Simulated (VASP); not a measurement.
An input for Ansatz (written as the equivalent of a VASP run, and not itself run):

Ansatz 0.2 input:
```yaml
crystal:
  lattice:
    - [-1.6500000, 1.6500000, 1.6500000]
    - [1.6500000, -1.6500000, 1.6500000]
    - [1.6500000, 1.6500000, -1.6500000]
  atoms:
    - { symbol: Nb, position: [0.0000000, 0.0000000, 0.0000000] }
kpoints:
  mp_grid: { grid: [14, 14, 14] }
hamiltonian:
  xc: pbe
  dispersion: d4
  pseudopotentials: { kind: paw }
scf:
  occupations: { method: methfessel_paxton, width: 0.1 }
  max_iter: 100
relax:
  max_steps: 60
  f_tol: 0.01
  cell: {}
output: { forces: true, stress: true, eigenvalues: true }
```

**Question.** Translate this input to VASP (INCAR, KPOINTS, POSCAR, choice of POTCAR).

**Answer.** One answer among several that fit: 
### POSCAR
```
Nb
1
   -1.6500000000     1.6500000000     1.6500000000
    1.6500000000    -1.6500000000     1.6500000000
    1.6500000000     1.6500000000    -1.6500000000
Nb
1
Direct
  0.0000000000   0.0000000000   0.0000000000
```

KPOINTS:
```
Automatic mesh
0
Gamma
14 14 14
0 0 0
```

### INCAR
```
ISIF  =  3
LMAXMIX  =  4   # l cut-off of mixed one-centre charges
SIGMA  =  0.1   # width (eV)
ALGO  =  Normal
LASPH  =  T
NSW  =  60   # most ionic steps
PREC  =  Accurate
IVDW  =  13   # D4
ISMEAR  =  1   # Methfessel-Paxton
EDIFF  =  1E-6   # SCF stop (eV)
LREAL  =  F
LWAVE  =  F
SYSTEM  =  Nb
EDIFFG  =  -0.01   # ionic stop
GGA  =  PE   # PBE
LCHARG  =  F
ENCUT  =  520
IBRION  =  2   # conjugate gradients
NELM  =  100   # most electronic steps
```

POTCAR, in this order: Nb_sv (PBE.64 set). Program: vasp_std.

Limits of the translation: each code has its own PAW files, so the cut-off isn't converted (ENCUT is set for VASP's; basis.ecutwfc is left out, and Ansatz then takes the one that its files recommend); Ansatz stops its SCF on the density residual and VASP on the energy change (EDIFF).

The compound is Nb in the bcc structure. This run relaxes it. Symmetry was kept, so distortions that lower it aren't found.
